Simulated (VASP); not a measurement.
Here is the system:

```xyz
2
Lattice="3.0651 0.0000 0.0000 0.0000 3.0651 0.0000 0.0000 0.0000 3.0651" Properties=species:S:1:pos:R:3 pbc="T T T"
Zn     1.5326     1.5326     1.5326
Au     0.0000     0.0000     0.0000
```

The numbers are results of PBEsol GGA, VASP's PBE PAW potentials (set 64) (plane waves; VASP 6.6.1), not measurements. Settings: 520 eV cut-off, 12×12×12 Γ-centred mesh, first-order Methfessel-Paxton smearing of 0.10 eV, potentials Zn Au.

Q: Give the stress tensor in GPa (positive for a compressed cell).

A: 
```
10.58   0.00   0.00
 0.00  10.58   0.00
 0.00   0.00  10.58
```
The pressure is its mean diagonal, 10.58 GPa.

The compound is AuZn in the CsCl type structure. This cell is one point of a volume scan, at 0.94 of the reference volume. The electron count is odd and the run is not spin-polarised, which forces a metal.
